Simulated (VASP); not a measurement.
These are PBE GGA, VASP's PBE PAW potentials (set 64) (plane waves; VASP) values and carry that method's errors.

A VASP calculation is set up with these files.

KPOINTS:
```
Automatic mesh
0
Gamma
  5 5 1
```

**INCAR**
```
ALGO = Normal
DIPOL = 0.5 0.5 0.5
EDIFF = 1E-5
EDIFFG = -0.03
ENCUT = 400
GGA = PE
IBRION = 2
IDIPOL = 3
ISIF = 2
ISMEAR = 1
LASPH = .TRUE.
LCHARG = .FALSE.
LDIPOL = .TRUE.
LMAXMIX = 6
LREAL = .FALSE.
LWAVE = .TRUE.
NELM = 100
NELMIN = 4
NSW = 120
PREC = Normal
SIGMA = 0.1
SYSTEM = Ir16O
```

**POSCAR**
```
Ir16O
1
    5.4755939286     0.0000000000     0.0000000000
    0.0000000000     5.4755939286    -0.0000000000
   -0.0000000000    -0.0000000000    19.9237900976
Ir O
16 1
Direct
  0.2500000000   0.2479978764   0.3586130064
  0.7500000000   0.2502163887   0.3585204424
  0.2500000000   0.7520021236   0.3586130064
  0.7500000000   0.7497836113   0.3585204424
  0.0005079226   0.0000000000   0.4510522621
  0.4994920774   0.0000000000   0.4510522621
  0.9998941200   0.5000000000   0.4505236505
  0.5001058800   0.5000000000   0.4505236505
  0.2500000000   0.2516762146   0.5491693533
  0.7500000000   0.2469603661   0.5497191836
  0.2500000000   0.7483237854   0.5491693533
  0.7500000000   0.7530396339   0.5497191836
  0.9862568309   0.0000000000   0.6474987963
  0.5137431691   0.0000000000   0.6474987963
  0.9973640483   0.5000000000   0.6409416449
  0.5026359517   0.5000000000   0.6409416449
  0.2500000000   0.0000000000   0.7122403211
```

POTCAR, in this order: Ir O (PBE.64 set). Program: vasp_std.

Output of the run:

OSZICAR:
```
       N       E                     dE             d eps       ncg     rms          rms(c)
DAV:   1     0.131015561311E+04    0.13102E+04   -0.54410E+04  1628   0.119E+03
DAV:   2     0.707633840490E+01   -0.13031E+04   -0.12279E+04  1654   0.416E+02
DAV:   3    -0.137287026569E+03   -0.14436E+03   -0.13470E+03  2366   0.120E+02
DAV:   4    -0.148107700785E+03   -0.10821E+02   -0.10095E+02  2256   0.305E+01
DAV:   5    -0.148645609955E+03   -0.53791E+00   -0.51947E+00  2448   0.572E+00    0.545E+01
DAV:   6    -0.142324411307E+03    0.63212E+01   -0.49321E+01  2918   0.371E+01    0.317E+01
DAV:   7    -0.168466177486E+03   -0.26142E+02   -0.13112E+02  3056   0.760E+01    0.515E+01
DAV:   8    -0.165965224863E+03    0.25010E+01   -0.13024E+02  3048   0.811E+01    0.483E+01
DAV:   9    -0.151540605329E+03    0.14425E+02   -0.10173E+02  3192   0.725E+01    0.327E+01
DAV:  10    -0.142213905947E+03    0.93267E+01   -0.51977E+01  3058   0.467E+01    0.192E+01
DAV:  11    -0.138518196731E+03    0.36957E+01   -0.21654E+01  2774   0.275E+01    0.950E+00
DAV:  12    -0.137796274642E+03    0.72192E+00   -0.52270E+00  2704   0.137E+01    0.426E+00
DAV:  13    -0.137720688782E+03    0.75586E-01   -0.61542E-01  2600   0.501E+00    0.307E+00
DAV:  14    -0.137716141507E+03    0.45473E-02   -0.10214E-01  2504   0.227E+00    0.264E+00
DAV:  15    -0.137731523021E+03   -0.15382E-01   -0.16393E-01  2728   0.280E+00    0.226E+00
DAV:  16    -0.137697308838E+03    0.34214E-01   -0.10875E-01  2768   0.216E+00    0.994E-01
DAV:  17    -0.137694984694E+03    0.23241E-02   -0.20988E-02  2712   0.861E-01    0.679E-01
DAV:  18    -0.137694145034E+03    0.83966E-03   -0.63384E-03  2520   0.468E-01    0.561E-01
DAV:  19    -0.137693164485E+03    0.98055E-03   -0.21533E-03  2536   0.306E-01    0.388E-01
DAV:  20    -0.137692783090E+03    0.38140E-03   -0.11440E-03  2632   0.177E-01    0.193E-01
DAV:  21    -0.137692761999E+03    0.21091E-04   -0.41787E-04  2576   0.103E-01    0.107E-01
DAV:  22    -0.137692802054E+03   -0.40056E-04   -0.10179E-04  1984   0.531E-02    0.100E-01
DAV:  23    -0.137692834495E+03   -0.32440E-04   -0.30206E-05  1268   0.373E-02    0.683E-02
DAV:  24    -0.137692818393E+03    0.16102E-04   -0.59133E-05  1432   0.616E-02    0.394E-02
DAV:  25    -0.137692837094E+03   -0.18701E-04   -0.26745E-05  1098   0.284E-02    0.257E-02
DAV:  26    -0.137692839916E+03   -0.28222E-05   -0.68358E-06   846   0.110E-02
   1 F= -.13769284E+03 E0= -.13769695E+03  d E =-.137693E+03
       N       E                     dE             d eps       ncg     rms          rms(c)
DAV:   1    -0.137692817486E+03    0.19608E-04   -0.76750E-02  1626   0.909E-01    0.675E-02
DAV:   2    -0.137693630933E+03   -0.81345E-03   -0.32328E-03  2408   0.297E-01    0.259E-01
DAV:   3    -0.137693034288E+03    0.59665E-03   -0.10610E-03  2384   0.241E-01    0.119E-01
DAV:   4    -0.137693052715E+03   -0.18428E-04   -0.55499E-05  1826   0.378E-02    0.122E-01
DAV:   5    -0.137693054629E+03   -0.19137E-05   -0.35156E-06   948   0.880E-03
   2 F= -.13769305E+03 E0= -.13769720E+03  d E =-.214713E-03
       N       E                     dE             d eps       ncg     rms          rms(c)
DAV:   1    -0.137693066236E+03   -0.13521E-04   -0.32327E-04  1636   0.603E-02    0.125E-01
DAV:   2    -0.137699616291E+03   -0.65501E-02   -0.13666E-02  3112   0.783E-01    0.693E-01
DAV:   3    -0.137693075259E+03    0.65410E-02   -0.14843E-02  3112   0.841E-01    0.124E-01
DAV:   4    -0.137693117854E+03   -0.42595E-04   -0.69528E-04  2904   0.145E-01    0.108E-01
DAV:   5    -0.137693032999E+03    0.84855E-04   -0.24900E-04  2744   0.103E-01    0.318E-02
DAV:   6    -0.137693026996E+03    0.60025E-05   -0.43097E-05  1686   0.424E-02
   3 F= -.13769303E+03 E0= -.13769716E+03  d E =-.187080E-03
```

### OUTCAR
```
------------------------ aborting loop because EDIFF is reached ----------------------------------------
  FORCE on cell =-STRESS in cart. coord.  units (eV):
  Direction    XX          YY          ZZ          XY          YZ          ZX
  --------------------------------------------------------------------------------------
  Total      -12.3198047    -11.1194847     -0.6684941      0.0000000      0.0000000      0.0000000
  in kB      -33.0430388    -29.8236518     -1.7929729      0.0000000      0.0000000      0.0000000
  external PRESSURE =     -21.5532212 kB  Pullay stress =       0.0000000 kB
  volume of cell :      597.36
      direct lattice vectors                 reciprocal lattice vectors
     5.475593929  0.000000000  0.000000000     0.182628590  0.000000000  0.000000000
     0.000000000  5.475593929  0.000000000     0.000000000  0.182628590  0.000000000
     0.000000000  0.000000000 19.923790098     0.000000000  0.000000000  0.050191254
 POSITION                                       TOTAL-FORCE (eV/Angst)
 -----------------------------------------------------------------------------------
      1.36890      1.35706      7.14445         0.000000     -0.007524     -0.002761
      4.10670      1.36967      7.14249        -0.000000     -0.004031      0.000895
      1.36890      4.11854      7.14445         0.000000      0.007524     -0.002761
      4.10670      4.10593      7.14249        -0.000000      0.004031      0.000895
      0.00358      0.00000      8.98731         0.001733      0.000000      0.007902
      2.73421      0.00000      8.98731        -0.001733      0.000000      0.007902
      5.47536      2.73780      8.97651        -0.000640      0.000000     -0.005598
      2.73803      2.73780      8.97651         0.000640      0.000000     -0.005598
      1.36890      1.37836     10.94152         0.000000      0.002230      0.002732
      4.10670      1.35230     10.95281         0.000000     -0.003336      0.001629
      1.36890      4.09724     10.94152         0.000000     -0.002230      0.002732
      4.10670      4.12330     10.95281        -0.000000      0.003336      0.001629
      5.40085      0.00000     12.90128        -0.025033      0.000000     -0.015717
      2.81254      0.00000     12.90128         0.025033      0.000000     -0.015717
      5.46050      2.73780     12.77028        -0.004809      0.000000      0.007976
      2.75289      2.73780     12.77028         0.004809      0.000000      0.007976
      1.36890      0.00000     14.18817         0.000000      0.000000      0.005879
 -----------------------------------------------------------------------------------
    total drift:                                0.000000      0.000000     -0.002325
  FREE ENERGIE OF THE ION-ELECTRON SYSTEM (eV)
  ---------------------------------------------------
  free  energy   TOTEN  =      -137.6930269964 eV

  energy  without entropy=     -137.7054323080  energy(sigma->0) =     -137.69716210

 reached required accuracy - stopping structural energy minimisation
```
(Selected blocks of OUTCAR.)

**CONTCAR**
```
Ir16O
   1.00000000000000
     5.4755939286000004    0.0000000000000000    0.0000000000000000
     0.0000000000000000    5.4755939286000004    0.0000000000000000
     0.0000000000000000    0.0000000000000000   19.9237900976000013
  Ir              O
    16     1
Direct
     0.2500000000000000    0.2478374959372158    0.3585890631264632
     0.7500000000000000    0.2501401280030417    0.3584903630050810
     0.2500000000000000    0.7521625040627842    0.3585890631264632
     0.7500000000000000    0.7498598719969584    0.3584903630050810
     0.0006544155465131    0.0000000000000000    0.4510842057336705
     0.4993455844534869    0.0000000000000000    0.4510842057336705
     0.9999571516159702    0.5000000000000000    0.4505422215156543
     0.5000428483840298    0.5000000000000000    0.4505422215156543
     0.2500000000000000    0.2517273729515382    0.5491686495612265
     0.7500000000000000    0.2469680612552851    0.5497350366583514
     0.2500000000000000    0.7482726270484618    0.5491686495612265
     0.7500000000000000    0.7530319387447149    0.5497350366583514
     0.9863492642173661    0.0000000000000000    0.6475312842515915
     0.5136507357826339    0.0000000000000000    0.6475312842515915
     0.9972437547427174    0.5000000000000000    0.6409565475948031
     0.5027562452572826    0.5000000000000000    0.6409565475948031
     0.2500000000000000    0.0000000000000000    0.7121222572063182
```

OUTCAR:
```
 val. band max:        0.4667584062   @ k =   0.4000   0.4000   0.0000

 cond. band min:       0.5028109544   @ k =   0.4000   0.4000   0.0000


 Fermi energy:         0.4929865881

 k-point     1 :       0.0000    0.0000    0.0000
  band No.  band energies     occupation
      1     -18.6166      2.00000
      2      -9.6054      2.00000
      3      -7.7587      2.00000
      4      -6.8940      2.00000
      5      -6.8749      2.00000
      6      -6.8556      2.00000
      7      -6.8522      2.00000
      8      -6.6968      2.00000
      9      -6.6756      2.00000
     10      -6.6370      2.00000
     11      -6.3373      2.00000
     12      -6.2294      2.00000
     13      -6.0865      2.00000
     14      -6.0539      2.00000
     15      -5.7948      2.00000
     16      -5.7824      2.00000
     17      -5.7235      2.00000
     18      -5.4736      2.00000
     19      -5.4262      2.00000
     20      -5.4008      2.00000
     21      -5.3348      2.00000
     22      -5.0925      2.00000
     23      -4.6250      2.00000
     24      -4.5743      2.00000
     25      -4.3865      2.00000
     26      -3.7400      2.00000
     27      -3.6744      2.00000
     28      -3.6010      2.00000
     29      -3.5984      2.00000
     30      -3.5828      2.00000
     31      -3.5689      2.00000
     32      -3.2298      2.00000
     33      -3.1730      2.00000
     34      -3.1539      2.00000
     35      -3.0346      2.00000
     36      -3.0008      2.00000
     37      -2.9614      2.00000
     38      -2.9521      2.00000
     39      -2.8637      2.00000
     40      -2.7964      2.00000
     41      -2.7375      2.00000
     42      -2.7148      2.00000
     43      -2.5515      2.00000
     44      -2.3755      2.00000
     45      -2.2957      2.00000
     46      -2.2207      2.00000
     47      -2.1581      2.00000
     48      -1.8963      2.00000
     49      -1.8270      2.00000
     50      -1.8166      2.00000
     51      -1.7854      2.00000
...
```

At this cut-off the stress carries a Pulay error, which pulls relaxed volumes low. Unless said otherwise, spin-orbit coupling is left out, though it shifts the bands of the heavy elements here.

The cell is a thin slab with vacuum, built from Ir (fcc): (100) face, O adsorbed.
